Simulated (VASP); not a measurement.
# Hf2SnS2 (P-3m1) in VASP: a series of runs

Runs on Hf2SnS2. Level: PBE. Tasks: single point, relaxation of cell and atoms.

All numbers are computed with VASP 6.6.1; they aren't measurements. Logs are shortened: lines on timing, memory, paths and dates and some standing lists are left out, and cuts for length are marked.

## (1) The cell of the first run

It takes space group P-3m1 (No. 164, trigonal). The conventional cell has a = 4.131 Å, b = 4.131 Å, c = 7.426 Å, α = 90.00°, β = 90.00°, γ = 120.00°. Around Hf (site symmetry 3m) lie 4 S at 2.56 to 2.76 Å. Around Sn (site symmetry -3m) lie 6 Hf at 3.03 Å. Around S (site symmetry 3m) lie 4 Hf at 2.56 to 2.76 Å.

The cell was built by a generator and needn't be a form met in nature.

## (2) Single point, PBE (species swapped into the CaCd2As2 type (P-3m1, No. 164))

INCAR

```
PREC = Accurate
ENCUT = 520
EDIFF = 1E-6
ISMEAR = 0
SIGMA = 0.1
LREAL = F
LASPH = T
NELM = 100
ALGO = Fast
ISIF = 2
LWAVE = F
LCHARG = F
GGA = PE
NBANDS = 31
```

KPOINTS

```
regular mesh
0
Gamma
  6 6 4
```

POSCAR

```
Hf2SnS2
1.0
    4.1314702593      0.0000000028      0.0000000000
   -2.0657351321      3.5779581982      0.0000000000
    0.0000000000      0.0000000000      7.4258174554
Hf Sn S
2 1 2
Direct
    0.3333333333      0.6666666667      0.7485256053
    0.6666666667      0.3333333333      0.2514743947
    0.0000000000      0.0000000000      0.0000000000
    0.3333333333      0.6666666667      0.3768341386
    0.6666666667      0.3333333333      0.6231658614
```

Potentials or basis: VASP PAW PBE potentials, release 64 (Hf_pv, Sn_d, S).

Run with:

```sh
cat potpaw_PBE.64/Hf_pv/POTCAR potpaw_PBE.64/Sn_d/POTCAR potpaw_PBE.64/S/POTCAR > POTCAR
mpirun -np 1 vasp_std > vasp.out
```

OUTCAR:

```text
PREC = Accurate
   ENCUT = 520
   EDIFF = 1E-6
   ISMEAR = 0
   LREAL = F
   LASPH = T
   NELM = 100
   ISIF = 2
   GGA = PE

 ion  position               nearest neighbor table
   1  0.333  0.667  0.749-   5 2.56   5 2.56   5 2.56   4 2.76   3 3.03   3 3.03   3 3.03
   2  0.667  0.333  0.251-   4 2.56   4 2.56   4 2.56   5 2.76   3 3.03   3 3.03   3 3.03
   3  0.000  0.000  0.000-   1 3.03   2 3.03   2 3.03   1 3.03   2 3.03   1 3.03
   4  0.333  0.667  0.377-   2 2.56   2 2.56   2 2.56   1 2.76
   5  0.667  0.333  0.623-   1 2.56   1 2.56   1 2.56   2 2.76

  LATTYP: Found a hexagonal cell.
 ALAT       =     4.1314702593
 C/A-ratio  =     1.7973788965

  Lattice vectors:

 A1 = (   4.1314702593,   0.0000000028,   0.0000000000)
 A2 = (  -2.0657351321,   3.5779581982,   0.0000000000)
 A3 = (   0.0000000000,   0.0000000000,   7.4258174554)

Analysis of symmetry for initial positions (statically):
=====================================================================
 Subroutine PRICEL returns:
 Original cell was already a primitive cell.

 Routine SETGRP: Setting up the symmetry group for a
 hexagonal supercell.

 Subroutine GETGRP returns: Found 12 space group operations
 (whereof 12 operations were pure point group operations)
 out of a pool of 24 trial point group operations.

The static configuration has the point symmetry D_3d.

Analysis of symmetry for dynamics (positions and initial velocities):
=====================================================================
 Subroutine PRICEL returns:
 Original cell was already a primitive cell.

 Routine SETGRP: Setting up the symmetry group for a
 hexagonal supercell.

 Subroutine GETGRP returns: Found 12 space group operations
 (whereof 12 operations were pure point group operations)
 out of a pool of 24 trial point group operations.

The dynamic configuration has the point symmetry D_3d.

 Subroutine INISYM returns: Found 12 space group operations
 (whereof 12 operations are pure point group operations),
 and found     1 'primitive' translations

----------------------------------------------------------------------------------------

                                     Primitive cell

  volume of cell :     109.7701

  direct lattice vectors                    reciprocal lattice vectors
     4.131470259  0.000000003  0.000000000     0.242044584  0.139744506  0.000000000
    -2.065735132  3.577958198  0.000000000    -0.000000000  0.279489011  0.000000000
     0.000000000  0.000000000  7.425817455     0.000000000  0.000000000  0.134665309

  length of vectors
     4.131470259  4.131470259  7.425817455     0.279489011  0.279489011  0.134665309

  position of ions in fractional coordinates (direct lattice)
     0.333333333  0.666666667  0.748525605
     0.666666667  0.333333333  0.251474395
     0.000000000  0.000000000  0.000000000
     0.333333333  0.666666667  0.376834139
     0.666666667  0.333333333  0.623165861

  ion indices of the primitive-cell ions
   primitive index   ion index
                 1           1
                 2           2
                 3           3
                 4           4
                 5           5

----------------------------------------------------------------------------------------

 KPOINTS: regular mesh

Automatic generation of k-mesh.
 Grid dimensions read from file:
 generate k-points for:    6    6    4

 Generating k-lattice:

  Cartesian coordinates                     Fractional coordinates (reciprocal lattice)
     0.040340764  0.023290751  0.000000000     0.166666667  0.000000000  0.000000000
    -0.000000000  0.046581502  0.000000000     0.000000000  0.166666667  0.000000000
     0.000000000  0.000000000  0.033666327     0.000000000  0.000000000  0.250000000

  Length of vectors
     0.046581502  0.046581502  0.033666327

  Shift w.r.t. Gamma in fractional coordinates (k-lattice)
     0.000000000  0.000000000  0.000000000

 Subroutine IBZKPT returns following result:
 ===========================================

 Found     24 irreducible k-points:

 Following reciprocal coordinates:
            Coordinates               Weight
  0.000000  0.000000  0.000000      1.000000
  0.166667 -0.000000  0.000000      6.000000
  0.333333 -0.000000  0.000000      6.000000
  0.500000 -0.000000  0.000000      3.000000
  0.166667  0.166667  0.000000      6.000000
  0.333333  0.166667  0.000000     12.000000
[... 16 lines left out ...]
  0.333333  0.166667  0.500000     12.000000
  0.333333  0.333333  0.500000      2.000000
   k-points           NKPTS =     24   k-points in BZ     NKDIM =     24   number of bands    NBANDS=     31
   number of dos      NEDOS =    301   number of ions     NIONS =      5
   total plane-waves  NPLWV =  57344
   dimension x,y,z NGX =    32 NGY =   32 NGZ =   56
   dimension x,y,z NGXF=    64 NGYF=   64 NGZF=  112
   ions per type =               2   1   2
   NGX,Y,Z   is equivalent  to a cutoff of  12.88, 12.88, 12.54 a.u.
   NGXF,Y,Z  is equivalent  to a cutoff of  25.75, 25.75, 25.07 a.u.
 SYSTEM =  unknown system
   PREC   = accura    normal or accurate (medium, high low for compatibility)
   ISTART =      0    job   : 0-new  1-cont  2-samecut
   ICHARG =      2    charge: 1-file 2-atom 10-const
   ISPIN  =      1    spin polarized calculation?
   LNONCOLLINEAR =      F non collinear calculations
   LSORBIT =      F    spin-orbit coupling
   LASPH  =      T    aspherical Exc in radial PAW
   ENCUT  =  520.0 eV  38.22 Ry    6.18 a.u.   7.68  7.68 13.81*2*pi/ulx,y,z
   NELM   =    100;   NELMIN=  2; NELMDL= -5     # of ELM steps
   EDIFF  = 0.1E-05   stopping-criterion for ELM
   LREAL  =      F    real-space projection
   EDIFFG = 0.1E-04   stopping-criterion for IOM
   NSW    =      0    number of steps for IOM
   IBRION =     -1    ionic relax: 0-MD 1-quasi-New 2-CG
   NFREE  =      0    steps in history (QN), initial steepest desc. (CG)
   ISIF   =      2    stress and relaxation
   ISYM   =      2    0-nonsym 1-usesym 2-fastsym
   POTIM  = 0.5000    time-step for ionic-motion
   TEBEG  =    0.0;   TEEND  =   0.0 temperature during run
   PSTRESS=    0.0 pullay stress
   NELECT =      46.0000    total number of electrons
   NUPDOWN=      -1.0000    fix difference up-down
   EMIN   =  10.00;   EMAX   =-10.00  energy-range for DOS
   EFERMI =   0.00;   METHOD = LEGACY
   ISMEAR =     0;   SIGMA  =   0.10  broadening in eV -4-tet -1-fermi 0-gaus
   EFERMI_NEDOS =   21; number of points for ismear=-14 and -15
   IALGO  =     68    algorithm
   IMIX   =      4    mixing-type and parameters
     AMIX     =   0.40;   BMIX     =  1.00
     AMIX_MAG =   1.60;   BMIX_MAG =  1.00
  volume/ion in A,a.u.               =      21.95       148.15
  Fermi-wavevector in a.u.,A,eV,Ry     =   1.225085  2.315074 20.420060  1.500832
  Thomas-Fermi vector in A             =   2.360135
   LORBIT       =      0    0 simple, 1 ext, 2 COOP (PROOUT), +10 PAW based schemes
   GGA     = PE    functional components
   LHFCALC =     F    Hartree Fock is set to
   AEXX    =    0.0000 exact exchange contribution
   IVDW    =     0    specifies the selected vdW correction
   LEPSILON=     F    determine dielectric tensor
   LRPA    =     F    only Hartree local field effects (RPA)
 non-spin polarized calculation
 RMM-DIIS sequential band-by-band and
 Gauss-broadening in eV      SIGMA  =   0.10
  energy-cutoff  :      520.00
  volume of cell :      109.77
 maximum number of plane-waves:      2992
 NGX is ok and might be reduce to    32
   NGX = 15   NGY = 15   NGZ = 27

 number of electron      46.0000004 magnetization

 Free energy of the ion-electron system (eV)
  ---------------------------------------------------
  ext. energy  EPLUGINS =         0.00000000
  ---------------------------------------------------
  free energy    TOTEN  =       -36.13131122 eV

  energy without entropy =      -36.12675618  energy(sigma->0) =      -36.12903370

 E-fermi :   6.4494     XC(G=0): -10.4887

 val. band max:        6.4031670044   @ k =   0.0000   0.0000   0.0000
 cond. band min:       6.5197450099   @ k =   0.0000   0.0000   0.2500
 fundamental gap:      0.1165780055
 Fermi energy:         6.4493851387

 k-point     1 :       0.0000    0.0000    0.0000
  band No.  band energies     occupation
      1     -25.5483      2.00000
      2     -25.5483      2.00000
      3     -25.5433      2.00000
      4     -25.5433      2.00000
      5     -25.5121      2.00000
      6     -25.4773      2.00000
[... 23 lines left out ...]
     30       9.5736      0.00000
     31       9.5777      0.00000

 k-point     2 :       0.1667   -0.0000    0.0000
  band No.  band energies     occupation
      1     -25.5604      2.00000
      2     -25.5571      2.00000
      3     -25.5511      2.00000
      4     -25.5463      2.00000
      5     -25.5077      2.00000
      6     -25.4779      2.00000
[... 23 lines left out ...]
     30       9.5429      0.00000
     31       9.6274      0.00000

 k-point     3 :       0.3333   -0.0000    0.0000
  band No.  band energies     occupation
      1     -25.5857      2.00000
      2     -25.5827      2.00000
      3     -25.5567      2.00000
      4     -25.5523      2.00000
      5     -25.4985      2.00000
      6     -25.4803      2.00000
[... 23 lines left out ...]
     30       9.2698      0.00000
     31       9.5476      0.00000

 k-point     4 :       0.5000   -0.0000    0.0000
  band No.  band energies     occupation
      1     -25.5989      2.00000
      2     -25.5947      2.00000
      3     -25.5595      2.00000
      4     -25.5553      2.00000
      5     -25.4923      2.00000
      6     -25.4832      2.00000
[... 635 lines left out ...]
     30       9.6301      0.00000
     31       9.9514      0.00000

 k-point    23 :       0.3333    0.1667    0.5000
  band No.  band energies     occupation
      1     -25.5916      2.00000
      2     -25.5910      2.00000
      3     -25.5644      2.00000
      4     -25.5625      2.00000
      5     -25.4894      2.00000
      6     -25.4849      2.00000
[... 23 lines left out ...]
     30       9.2265      0.00000
     31       9.8972      0.00000

 k-point    24 :       0.3333    0.3333    0.5000
  band No.  band energies     occupation
      1     -25.5877      2.00000
      2     -25.5877      2.00000
      3     -25.5752      2.00000
      4     -25.5745      2.00000
      5     -25.4863      2.00000
      6     -25.4863      2.00000
[... 23 lines left out ...]
     30       9.3784      0.00000
     31       9.3786      0.00000

------------------------ aborting loop because EDIFF is reached ----------------------------------------

  FORCE on cell =-STRESS in cart. coord.  units (eV):
  Direction    XX          YY          ZZ          XY          YZ          ZX
  --------------------------------------------------------------------------------------
  -------------------------------------------------------------------------------------
  Total       -0.3585834     -0.3585834     -0.3117973      0.0000000      0.0000000     -0.0000000
  in kB       -5.2337943     -5.2337943     -4.5509151      0.0000000      0.0000000     -0.0000000
  external PRESSURE =      -5.0061679 kB  Pullay stress =       0.0000000 kB

 VOLUME and BASIS-vectors are now :
 -----------------------------------------------------------------------------
  energy-cutoff  :      520.00
  volume of cell :      109.77
      direct lattice vectors                 reciprocal lattice vectors
     4.131470259  0.000000003  0.000000000     0.242044584  0.139744506  0.000000000
    -2.065735132  3.577958198  0.000000000    -0.000000000  0.279489011  0.000000000
     0.000000000  0.000000000  7.425817455     0.000000000  0.000000000  0.134665309

 POSITION                                       TOTAL-FORCE (eV/Angst)
 -----------------------------------------------------------------------------------
     -0.00000      2.38531      5.55841        -0.000000      0.000000     -0.031323
      2.06574      1.19265      1.86740         0.000000      0.000000      0.031323
      0.00000      0.00000      0.00000         0.000000      0.000000      0.000000
     -0.00000      2.38531      2.79830        -0.000000     -0.000000     -0.015029
      2.06574      1.19265      4.62752         0.000000     -0.000000      0.015029
 -----------------------------------------------------------------------------------
    total drift:                               -0.000000      0.000000      0.000000

  FREE ENERGIE OF THE ION-ELECTRON SYSTEM (eV)
  ---------------------------------------------------
  free  energy   TOTEN  =       -36.1313112225 eV

  energy  without entropy=      -36.1267561783  energy(sigma->0) =      -36.12903370
```

Wall time 58 s (1 thread of AMD EPYC 9R45 (Zen 5), shared host); peak memory 0.24 GiB.

What came out:

* Free energy: -36.1313 eV
* Pressure: -0.5 GPa
* Largest force: 0.031 eV/Å
* Band gap on the k mesh: none (metal or under the smearing width)

Forces on the atoms (eV/Å):
```
Hf   0.000  0.000 -0.031
Hf   0.000  0.000  0.031
Sn   0.000  0.000  0.000
S    0.000  0.000 -0.015
S    0.000  0.000  0.015
```

Levels at points of the mesh, in eV from the Fermi level:
```
           k point  band 20  band 21  band 22  band 23  band 24  band 25  band 26  band 27
(0.00, 0.00, 0.00)    -4.31    -0.05     0.08     0.08     0.48     0.48     1.50     1.53
(0.50, 0.00, 0.00)    -2.97    -2.96    -1.03    -0.91    -0.33     1.19     1.35     1.45
(0.00, 0.00, 0.50)    -2.60    -1.28     0.21     0.21     0.54     0.54     0.91     1.16
(0.50, 0.00, 0.50)    -3.19    -2.02    -1.50    -0.98     0.20     0.77     1.41     1.84
```

The run has no spin-orbit coupling, so splittings on Hf are missing.

## (3) Relaxation of cell and atoms, PBE (species swapped into the CaCd2As2 type (P-3m1, No. 164))

INCAR

```
SYSTEM = Hf2SnS2
PREC     = Accurate       ! precision mode
ENCUT    = 600            ! plane-wave cutoff, eV
EDIFF    = 1E-6           ! SCF threshold, eV
ISMEAR   = 0              ! smearing method
SIGMA    = 0.1            ! smearing width, eV
LREAL    = .FALSE.        ! projectors in reciprocal space
LASPH    = .TRUE.         ! aspherical terms in the spheres
NELM     = 100            ! most SCF steps
ALGO     = Normal         ! electronic algorithm
ISIF     = 3              ! what is computed and relaxed
LWAVE    = .FALSE.        ! write WAVECAR
LCHARG   = .FALSE.        ! write CHGCAR
GGA      = PE             ! functional
IBRION   = 2              ! ionic algorithm
NSW      = 90             ! ionic steps
EDIFFG   = -0.04          ! ionic threshold
```

KPOINTS

```
Automatic mesh
0
G
  6 6 4
  0 0 0
```

POSCAR

```
Hf2SnS2
1.0
    4.3258632500      0.0000000000      0.0000000000
   -2.1629316300      3.7463074700      0.0000000000
    0.0000000000      0.0000000000      7.0774296600
Hf Sn S
2 1 2
Direct
    0.3333333300      0.6666666700      0.6330999700
    0.6666666700      0.3333333300      0.3669000300
    0.0000000000      0.0000000000      0.0000000000
    0.3333333300      0.6666666700      0.2381999900
    0.6666666700      0.3333333300      0.7618000100
```

Potentials or basis: VASP PAW PBE potentials, release 64 (Hf_pv, Sn_d, S).

Run with:

```sh
cat potpaw_PBE.64/Hf_pv/POTCAR potpaw_PBE.64/Sn_d/POTCAR potpaw_PBE.64/S/POTCAR > POTCAR
mpirun -np 1 vasp_std > vasp.out
```

Run time: 22 min. Hardware: 1 thread of AMD EPYC 9R45 (Zen 5), shared host; peak memory 0.32 GiB.

The run converged. Its results:

```
Free energy                            : -36.1328 eV
Relaxed volume                         : 21.87 Å³/atom
Relaxed cell                           : a = 4.122 Å, b = 4.122 Å, c = 7.433 Å, α = 90.00°, β = 90.00°, γ = 120.00°
Space group after relaxing (to 0.05 Å) : P-3m1 (No. 164)
Energy gained by relaxing              : 479.0 meV/atom
Ionic steps                            : 42
Pressure after relaxing                : -0.1 GPa
Largest force after relaxing           : 0.026 eV/Å
Band gap on the k mesh                 : none (metal or under the smearing width)
```

Forces in eV/Å, atoms in the order of the input:
```
Hf   0.000  0.000 -0.004
Hf   0.000  0.000  0.004
Sn   0.000  0.000  0.000
S    0.000  0.000  0.026
S    0.000  0.000 -0.026
```

Stress tensor (GPa, compression positive):
```
-0.01  0.00  0.00
 0.00 -0.01  0.00
 0.00  0.00 -0.17
```

The path:
| step | energy change (eV) | largest force (eV/Å) | pressure (GPa) | volume (Å³) |
| --- | --- | --- | --- | --- |
| 1 | 0.0000 | 2.5657 | -5.47 | 114.70 |
| 3 | -0.6498 | 1.4777 | 5.88 | 101.98 |
| 5 | -1.4750 | 1.8420 | 2.59 | 108.97 |
| 7 | -1.8527 | 0.5494 | -3.45 | 115.84 |
| 9 | -1.9365 | 0.4006 | 0.30 | 111.67 |
| 11 | -1.9537 | 0.2152 | 0.75 | 111.57 |
| 13 | -1.9609 | 0.2128 | -0.60 | 113.38 |
| 15 | -1.9801 | 0.1528 | -0.65 | 113.70 |
| 17 | -2.0053 | 0.3563 | 1.37 | 111.09 |
| 19 | -2.0226 | 0.9270 | 4.75 | 107.18 |
| 21 | -2.0302 | 0.9880 | 5.10 | 106.73 |
| 23 | -2.0530 | 1.2120 | 6.45 | 104.95 |
| 25 | -2.0576 | 1.2858 | 7.05 | 104.32 |
| 27 | -2.1508 | 0.8474 | 6.30 | 103.99 |
| 29 | -2.1934 | 0.7931 | 5.24 | 104.59 |
| 31 | -2.3519 | 0.1792 | -1.16 | 110.83 |
| 33 | -2.3766 | 0.0870 | -0.25 | 109.74 |
| 35 | -2.3836 | 0.1364 | 0.69 | 108.77 |
| 37 | -2.3904 | 0.1310 | -0.61 | 110.18 |
| 39 | -2.3928 | 0.1145 | -0.25 | 109.72 |
| 41 | -2.3946 | 0.0664 | 0.16 | 109.18 |
| 42 | -2.3951 | 0.0262 | -0.06 | 109.36 |

Final structure:
```xyz
5
Lattice="4.1216 0.0000 0.0000 -2.0608 3.5694 0.0000 0.0000 0.0000 7.4334" Properties=species:S:1:pos:R:3 pbc="T T T"
Hf    0.0000    2.3796    5.5639
Hf    2.0608    1.1898    1.8695
Sn    0.0000    0.0000    0.0000
S     0.0000    2.3796    2.7985
S     2.0608    1.1898    4.6349
```

Levels at points of the mesh, in eV from the Fermi level:
```
           k point  band 21  band 22  band 23  band 24  band 25  band 26
(0.00, 0.00, 0.00)    -0.03     0.08     0.08     0.49     0.49     1.51
(0.50, 0.00, 0.00)    -2.96    -1.04    -0.91    -0.34     1.19     1.36
(0.00, 0.00, 0.50)    -1.29     0.22     0.22     0.54     0.54     1.17
(0.50, 0.00, 0.50)    -2.03    -1.51    -0.98     0.20     0.78     1.42
```

Spin-orbit coupling is left out, which matters for the levels of Hf.
